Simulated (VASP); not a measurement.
# SiBr (P6_3mc) in VASP: reference runs

How does SiBr come out in PBE? The cell is run as given.

All numbers are computed with VASP 6.6.1; they aren't measurements. Logs are shortened: lines on timing, memory, paths and dates and some standing lists are left out, and cuts for length are marked.

## Step 1: Starting point

The structure is hexagonal, space group P6_3mc (No. 186). The conventional cell has a = 3.332 Å, b = 3.332 Å, c = 10.320 Å, α = 90.00°, β = 90.00°, γ = 120.00°. Si (site symmetry 3m) is surrounded by 3 Br at 2.72 Å. Around Br (site symmetry 3m) lie 3 Si at 2.72 Å.

The cell was built by a generator and needn't be a form met in nature.

## Step 2: Single point, PBE

The input, INCAR:

```
PREC = Accurate ; ENCUT = 520
EDIFF = 1E-7 ; ISMEAR = -1
SIGMA = 0.05 ; LREAL = F
LASPH = T ; NELM = 80
ALGO = Normal ; ISIF = 2
LWAVE = F ; LCHARG = F
GGA = PE ; NBANDS = 19
```

The input, KPOINTS:

```
Automatic mesh
0
Gamma
  9 9 3
```

The input, POSCAR:

```
SiBr
1.0
    3.3321000000      0.0000000000      0.0000000000
   -1.6660500000      2.8856800000      0.0000000000
    0.0000000000      0.0000000000     10.3202100000
Si Br
2 2
Direct
    0.3333300000      0.6666700000      0.3433600000
    0.6666700000      0.3333300000      0.8433600000
    0.3333300000      0.6666700000      0.0297800000
    0.6666700000      0.3333300000      0.5297800000
```

Potentials or basis: VASP PAW PBE potentials, release 64 (Si, Br).

Launch:

```
cat potpaw_PBE.64/Si/POTCAR potpaw_PBE.64/Br/POTCAR > POTCAR
mpirun -np 1 vasp_std > vasp.out
```

OUTCAR:

```text
PREC = Accurate
   ENCUT = 520
   EDIFF = 1E-7
   ISMEAR = -1
   LREAL = F
   LASPH = T
   NELM = 80
   ISIF = 2
   GGA = PE

 ion  position               nearest neighbor table
   1  0.333  0.667  0.343-   4 2.72   4 2.72   4 2.72
   2  0.667  0.333  0.843-   3 2.72   3 2.72   3 2.72
   3  0.333  0.667  0.030-   2 2.72   2 2.72   2 2.72
   4  0.667  0.333  0.530-   1 2.72   1 2.72   1 2.72

  LATTYP: Found a hexagonal cell.
 ALAT       =     3.3321000000
 C/A-ratio  =     3.0972089673

  Lattice vectors:

 A1 = (   3.3321000000,   0.0000000000,   0.0000000000)
 A2 = (  -1.6660500000,   2.8856800000,   0.0000000000)
 A3 = (   0.0000000000,   0.0000000000,  10.3202100000)

Analysis of symmetry for initial positions (statically):
=====================================================================
 Subroutine PRICEL returns:
 Original cell was already a primitive cell.

 Routine SETGRP: Setting up the symmetry group for a
 hexagonal supercell.

 Subroutine GETGRP returns: Found  4 space group operations
 (whereof  2 operations were pure point group operations)
 out of a pool of 24 trial point group operations.

The static configuration has the point symmetry C_1h.
 The point group associated with its full space group is C_2v.

Analysis of symmetry for dynamics (positions and initial velocities):
=====================================================================
 Subroutine PRICEL returns:
 Original cell was already a primitive cell.

 Routine SETGRP: Setting up the symmetry group for a
 hexagonal supercell.

 Subroutine GETGRP returns: Found  4 space group operations
 (whereof  2 operations were pure point group operations)
 out of a pool of 24 trial point group operations.

The dynamic configuration has the point symmetry C_1h.
 The point group associated with its full space group is C_2v.

 Subroutine INISYM returns: Found  4 space group operations
 (whereof  2 operations are pure point group operations),
 and found     1 'primitive' translations

----------------------------------------------------------------------------------------

                                     Primitive cell

  volume of cell :      99.2327

  direct lattice vectors                    reciprocal lattice vectors
     3.332100000  0.000000000  0.000000000     0.300111041  0.173269385  0.000000000
    -1.666050000  2.885680000  0.000000000     0.000000000  0.346538771  0.000000000
     0.000000000  0.000000000 10.320210000     0.000000000  0.000000000  0.096897253

  length of vectors
     3.332100000  3.332097187 10.320210000     0.346538478  0.346538771  0.096897253

  position of ions in fractional coordinates (direct lattice)
     0.333330000  0.666670000  0.343360000
     0.666670000  0.333330000  0.843360000
     0.333330000  0.666670000  0.029780000
     0.666670000  0.333330000  0.529780000

  ion indices of the primitive-cell ions
   primitive index   ion index
                 1           1
                 2           2
                 3           3
                 4           4

----------------------------------------------------------------------------------------

 KPOINTS: Automatic mesh

Automatic generation of k-mesh.
 Grid dimensions read from file:
 generate k-points for:    9    9    3

 Generating k-lattice:

  Cartesian coordinates                     Fractional coordinates (reciprocal lattice)
     0.033345671  0.019252154  0.000000000     0.111111111  0.000000000  0.000000000
     0.000000000  0.038504308  0.000000000     0.000000000  0.111111111  0.000000000
     0.000000000  0.000000000  0.032299084     0.000000000  0.000000000  0.333333333

  Length of vectors
     0.038504275  0.038504308  0.032299084

  Shift w.r.t. Gamma in fractional coordinates (k-lattice)
     0.000000000  0.000000000  0.000000000

 Subroutine IBZKPT returns following result:
 ===========================================

 Found     50 irreducible k-points:

 Following reciprocal coordinates:
            Coordinates               Weight
  0.000000  0.000000  0.000000      1.000000
  0.111111 -0.000000  0.000000      4.000000
 -0.111111  0.111111  0.000000      2.000000
  0.222222  0.000000  0.000000      4.000000
 -0.222222  0.222222  0.000000      2.000000
  0.333333  0.000000  0.000000      4.000000
[... 16 lines left out ...]
 -0.222222 -0.444444  0.000000      4.000000
  0.444444  0.333333  0.000000      4.000000
 [... further k-points ...]
   k-points           NKPTS =     50   k-points in BZ     NKDIM =     50   number of bands    NBANDS=     19
   number of dos      NEDOS =    301   number of ions     NIONS =      4
   total plane-waves  NPLWV =  62720
   dimension x,y,z NGX =    28 NGY =   28 NGZ =   80
   dimension x,y,z NGXF=    56 NGYF=   56 NGZF=  160
   ions per type =               2   2
   NGX,Y,Z   is equivalent  to a cutoff of  13.97, 13.97, 12.89 a.u.
   NGXF,Y,Z  is equivalent  to a cutoff of  27.94, 27.94, 25.77 a.u.
 SYSTEM =  unknown system
   PREC   = accura    normal or accurate (medium, high low for compatibility)
   ISTART =      0    job   : 0-new  1-cont  2-samecut
   ICHARG =      2    charge: 1-file 2-atom 10-const
   ISPIN  =      1    spin polarized calculation?
   LNONCOLLINEAR =      F non collinear calculations
   LSORBIT =      F    spin-orbit coupling
   LASPH  =      T    aspherical Exc in radial PAW
   ENCUT  =  520.0 eV  38.22 Ry    6.18 a.u.   6.20  6.20 19.19*2*pi/ulx,y,z
   NELM   =     80;   NELMIN=  2; NELMDL= -5     # of ELM steps
   EDIFF  = 0.1E-06   stopping-criterion for ELM
   LREAL  =      F    real-space projection
   EDIFFG = 0.1E-05   stopping-criterion for IOM
   NSW    =      0    number of steps for IOM
   IBRION =     -1    ionic relax: 0-MD 1-quasi-New 2-CG
   NFREE  =      0    steps in history (QN), initial steepest desc. (CG)
   ISIF   =      2    stress and relaxation
   ISYM   =      2    0-nonsym 1-usesym 2-fastsym
   POTIM  = 0.5000    time-step for ionic-motion
   TEBEG  =    0.0;   TEEND  =   0.0 temperature during run
   PSTRESS=    0.0 pullay stress
   NELECT =      22.0000    total number of electrons
   NUPDOWN=      -1.0000    fix difference up-down
   EMIN   =  10.00;   EMAX   =-10.00  energy-range for DOS
   EFERMI =   0.00;   METHOD = LEGACY
   ISMEAR =    -1;   SIGMA  =   0.05  broadening in eV -4-tet -1-fermi 0-gaus
   EFERMI_NEDOS =   21; number of points for ismear=-14 and -15
   IALGO  =     38    algorithm
   IMIX   =      4    mixing-type and parameters
     AMIX     =   0.40;   BMIX     =  1.00
     AMIX_MAG =   1.60;   BMIX_MAG =  1.00
  volume/ion in A,a.u.               =      24.81       167.41
  Fermi-wavevector in a.u.,A,eV,Ry     =   0.990826  1.872390 13.357337  0.981737
  Thomas-Fermi vector in A             =   2.122524
   LORBIT       =      0    0 simple, 1 ext, 2 COOP (PROOUT), +10 PAW based schemes
   GGA     = PE    functional components
   LHFCALC =     F    Hartree Fock is set to
   AEXX    =    0.0000 exact exchange contribution
   IVDW    =     0    specifies the selected vdW correction
   LEPSILON=     F    determine dielectric tensor
   LRPA    =     F    only Hartree local field effects (RPA)
 non-spin polarized calculation
  energy-cutoff  :      520.00
  volume of cell :       99.23
 maximum number of plane-waves:      2684
 NGX is ok and might be reduce to    28
   NGX = 13   NGY = 13   NGZ = 39

 number of electron      21.9999998 magnetization

 Free energy of the ion-electron system (eV)
  ---------------------------------------------------
  ext. energy  EPLUGINS =         0.00000000
  ---------------------------------------------------
  free energy    TOTEN  =       -12.12851357 eV

  energy without entropy =      -12.11328270  energy(sigma->0) =      -12.12089814

 E-fermi :   4.1817     XC(G=0):  -9.1266

 val. band max:        4.1111708922   @ k =   0.3333   0.1111   0.3333
 cond. band min:       4.2018479398   @ k =  -0.1111   0.4444   0.0000
 fundamental gap:      0.0906770476
 Fermi energy:         4.1816732190

 k-point     1 :       0.0000    0.0000    0.0000
  band No.  band energies     occupation
      1     -12.6335      2.00000
      2     -12.5754      2.00000
      3      -5.2302      2.00000
      4      -4.2869      2.00000
      5      -0.9075      2.00000
      6       1.9113      2.00000
[... 11 lines left out ...]
     18      11.2333      0.00000
     19      13.1458      0.00000

 k-point     2 :       0.1111   -0.0000    0.0000
  band No.  band energies     occupation
      1     -12.5154      2.00000
      2     -12.4595      2.00000
      3      -5.0616      2.00000
      4      -4.1412      2.00000
      5      -0.7760      2.00000
      6       1.6751      2.00000
[... 11 lines left out ...]
     18      11.5209      0.00000
     19      12.2492      0.00000

 k-point     3 :      -0.1111    0.1111    0.0000
  band No.  band energies     occupation
      1     -12.5154      2.00000
      2     -12.4595      2.00000
      3      -5.0616      2.00000
      4      -4.1412      2.00000
      5      -0.7760      2.00000
      6       1.6752      2.00000
[... 11 lines left out ...]
     18      11.5209      0.00000
     19      12.2493      0.00000

 k-point     4 :       0.2222    0.0000    0.0000
  band No.  band energies     occupation
      1     -12.1917      2.00000
      2     -12.1428      2.00000
      3      -4.5855      2.00000
      4      -3.7588      2.00000
      5      -0.4780      2.00000
      6       0.0304      2.00000
[... 407 lines left out ...]
     18      11.3936      0.00000
     19      11.8873      0.00000

 k-point    23 :      -0.2222   -0.4444    0.0000
  band No.  band energies     occupation
      1     -11.3057      2.00000
      2     -11.2918      2.00000
      3      -3.2841      2.00000
      4      -3.1485      2.00000
      5      -1.2402      2.00000
      6      -0.7117      2.00000
[... 11 lines left out ...]
     18      11.3936      0.00000
     19      11.8873      0.00000

 k-point    24 :       0.4444    0.3333    0.0000
  band No.  band energies     occupation
      1     -11.3057      2.00000
      2     -11.2918      2.00000
      3      -3.2841      2.00000
      4      -3.1484      2.00000
      5      -1.2402      2.00000
      6      -0.7117      2.00000
[... 11 lines left out ...]
     18      11.3936      0.00000
     19      11.8873      0.00000

 [... further k-points ...]

------------------------ aborting loop because EDIFF is reached ----------------------------------------

  FORCE on cell =-STRESS in cart. coord.  units (eV):
  Direction    XX          YY          ZZ          XY          YZ          ZX
  --------------------------------------------------------------------------------------
  -------------------------------------------------------------------------------------
  Total       -0.0374626     -0.0374464      0.1595841      0.0000140      0.0000000      0.0000000
  in kB       -0.6048591     -0.6045966      2.5765903      0.0002262      0.0000000      0.0000000
  external PRESSURE =       0.4557116 kB  Pullay stress =       0.0000000 kB

 VOLUME and BASIS-vectors are now :
 -----------------------------------------------------------------------------
  energy-cutoff  :      520.00
  volume of cell :       99.23
      direct lattice vectors                 reciprocal lattice vectors
     3.332100000  0.000000000  0.000000000     0.300111041  0.173269385  0.000000000
    -1.666050000  2.885680000  0.000000000     0.000000000  0.346538771  0.000000000
     0.000000000  0.000000000 10.320210000     0.000000000  0.000000000  0.096897253

 POSITION                                       TOTAL-FORCE (eV/Angst)
 -----------------------------------------------------------------------------------
     -0.00002      1.92380      3.54355        -0.000007      0.000004     -0.000034
      1.66607      0.96188      8.70365         0.000007     -0.000004     -0.000034
     -0.00002      1.92380      0.30734        -0.000006      0.000003      0.000034
      1.66607      0.96188      5.46744         0.000006     -0.000003      0.000034
 -----------------------------------------------------------------------------------
    total drift:                                0.000000      0.000000      0.000375

  FREE ENERGIE OF THE ION-ELECTRON SYSTEM (eV)
  ---------------------------------------------------
  free  energy   TOTEN  =       -12.1285135712 eV

  energy  without entropy=      -12.1132827032  energy(sigma->0) =      -12.12089814
```

Wall time 52 s (1 thread of Intel Xeon 6975P-C (Granite Rapids), shared host); peak memory 0.27 GiB.

Results:

```yaml
Free_energy: -12.1285 eV
Pressure: 0.0 GPa
Band_gap_on_the_k_mesh: none (metal or under the smearing width)
```

Caveat: this functional lacks dispersion, which binds the layers, so the pressure and a relaxed spacing across them are unreliable.
